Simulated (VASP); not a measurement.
OSZICAR of a VASP run on NiSb (NiAs type):

**OSZICAR**
```
       N       E                     dE             d eps       ncg     rms          rms(c)
DAV:   1     0.169741807323E+03    0.16974E+03   -0.12261E+04  1824   0.159E+03
DAV:   2    -0.157847323479E+02   -0.18553E+03   -0.18051E+03  1839   0.321E+02
DAV:   3    -0.253890179632E+02   -0.96043E+01   -0.93048E+01  2118   0.912E+01
DAV:   4    -0.256712376385E+02   -0.28222E+00   -0.27984E+00  2044   0.146E+01
DAV:   5    -0.256801123722E+02   -0.88747E-02   -0.88722E-02  2202   0.271E+00    0.138E+01
DAV:   6    -0.277583293291E+02   -0.20782E+01   -0.33234E+01  2000   0.108E+02    0.160E+01
DAV:   7    -0.241918154613E+02    0.35665E+01   -0.12648E+01  1980   0.762E+01    0.423E+00
DAV:   8    -0.242297817505E+02   -0.37966E-01   -0.14397E+00  2468   0.102E+01    0.264E+00
DAV:   9    -0.241614356689E+02    0.68346E-01   -0.27215E-01  2063   0.929E+00    0.626E-01
DAV:  10    -0.241621079831E+02   -0.67231E-03   -0.10061E-02  1940   0.976E-01    0.454E-01
DAV:  11    -0.241614390329E+02    0.66895E-03   -0.59905E-04  2153   0.242E-01    0.155E-01
DAV:  12    -0.241612173829E+02    0.22165E-03   -0.47559E-04  2656   0.362E-01    0.215E-02
DAV:  13    -0.241612214239E+02   -0.40410E-05   -0.69424E-05  2024   0.661E-02    0.287E-02
DAV:  14    -0.241612207602E+02    0.66375E-06   -0.13007E-06  1132   0.137E-02
   1 F= -.22114664E+02 E0= -.22114579E+02  d E =-.221147E+02
       N       E                     dE             d eps       ncg     rms          rms(c)
DAV:   1    -0.268395981554E+02   -0.26784E+01   -0.30753E+01  1979   0.936E+01    0.161E+01
DAV:   2    -0.301634776703E+02   -0.33239E+01   -0.60037E+01  1979   0.151E+02    0.196E+01
DAV:   3    -0.239814863540E+02    0.61820E+01   -0.20110E+01  1979   0.100E+02    0.314E+00
DAV:   4    -0.240385905216E+02   -0.57104E-01   -0.18779E+00  2285   0.117E+01    0.222E+00
DAV:   5    -0.239958662945E+02    0.42724E-01   -0.10891E-01  2345   0.561E+00    0.115E+00
DAV:   6    -0.239907483196E+02    0.51180E-02   -0.23597E-02  2241   0.191E+00    0.518E-01
DAV:   7    -0.239894713389E+02    0.12770E-02   -0.80582E-03  2045   0.177E+00    0.146E-01
DAV:   8    -0.239894604096E+02    0.10929E-04   -0.41212E-04  2251   0.287E-01    0.391E-02
DAV:   9    -0.239894429851E+02    0.17425E-04   -0.49657E-05  2732   0.862E-02    0.149E-02
DAV:  10    -0.239894417584E+02    0.12266E-05   -0.73817E-06  2627   0.330E-02    0.502E-03
DAV:  11    -0.239894417846E+02   -0.26180E-07   -0.41482E-07   996   0.678E-03
   2 F= -.22089911E+02 E0= -.22090123E+02  d E =0.247528E-01
       N       E                     dE             d eps       ncg     rms          rms(c)
DAV:   1    -0.249724608600E+02   -0.98302E+00   -0.94972E+00  1962   0.552E+01    0.827E+00
DAV:   2    -0.258863881613E+02   -0.91393E+00   -0.16886E+01  2050   0.825E+01    0.109E+01
DAV:   3    -0.241642996745E+02    0.17221E+01   -0.71102E+00  1991   0.511E+01    0.198E+00
DAV:   4    -0.241412805081E+02    0.23019E-01   -0.19958E-01  1976   0.523E+00    0.982E-01
DAV:   5    -0.241301517660E+02    0.11129E-01   -0.19118E-02  2569   0.242E+00    0.221E-01
DAV:   6    -0.241298337560E+02    0.31801E-03   -0.23940E-03  1869   0.520E-01    0.101E-01
DAV:   7    -0.241298427096E+02   -0.89536E-05   -0.79930E-05  2410   0.838E-02    0.940E-02
DAV:   8    -0.241298384917E+02    0.42180E-05   -0.36919E-05  2122   0.960E-02    0.509E-02
DAV:   9    -0.241298361978E+02    0.22938E-05   -0.63814E-06  2016   0.290E-02    0.106E-02
DAV:  10    -0.241298360648E+02    0.13304E-06   -0.26780E-07   945   0.584E-03
   3 F= -.22149016E+02 E0= -.22149056E+02  d E =-.343521E-01
```

**Question.** Which electronic solver shows in the log?

**Answer.** It is blocked Davidson (ALGO = Normal, or the opening steps of other solvers). The INCAR had ALGO = Normal.

**Question.** How was spin treated?

**Answer.** Without spin polarisation: there is no mag entry.

**Question.** Can the final energy be trusted as converged?

**Answer.** The run converged. It stopped with EDIFF = 1E-6, NELM = 100, NSW = 40 and EDIFFG = -0.02 after 3 ionic steps (LDA (Ceperley-Alder, Perdew-Zunger), plane waves, VASP's LDA PAW potentials (set 64)). Energy and stress use the plane-wave basis of the starting cell.

The compound is NiSb in the NiAs type structure. This run relaxes it under an external pressure of 5 GPa. Symmetry was kept, so distortions that lower it aren't found. The run is not spin-polarised, so no magnetic state was tried.
